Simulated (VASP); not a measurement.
Method: LDA (Ceperley-Alder, Perdew-Zunger), VASP's LDA PAW potentials (set 64) (plane waves; VASP).

VASP ran on this input.

### POSCAR
```
ZrS2 monolayer
1
    3.6123284703    -0.0000000000    -0.0000000000
   -1.8061642352     3.1283682450     0.0000000000
   -0.0000000000    -0.0000000000    18.2425615447
S Zr
2 1
Direct
  0.6666670000   0.3333330000   0.4210991611
  0.3333330000   0.6666670000   0.5789008389
  0.0000000000   0.0000000000   0.5000000000
```

**INCAR**
```
SYSTEM = ZrS2 monolayer
PREC = Normal
ENCUT = 400
EDIFF = 1E-6
NELM = 100
ALGO = Normal
LREAL = .FALSE.
LASPH = .TRUE.
ISMEAR = 0
SIGMA = 0.05
LMAXMIX = 4
LWAVE = .FALSE.
LCHARG = .FALSE.
NELMIN = 4
LVHAR = .TRUE.
LORBIT = 11
```

File KPOINTS:
```
K-points
0
G
  12 12 1
0 0 0
```

POTCAR, in this order: S Zr_sv (LDA.64 set). Program: vasp_std. Read from the step before: WAVECAR.

Task: What will the output report for the number of irreducible k-points (NKPTS), largest plane-wave count, number of space-group operations, FFT grid (NGX, NGY, NGZ)?

Result: 
number of irreducible k-points (NKPTS): 19
largest plane-wave count: 3764
number of space-group operations: 12
FFT grid (NGX, NGY, NGZ): 18 × 18 × 90

The cell is a sheet with vacuum, built from ZrS2 (1T layered).
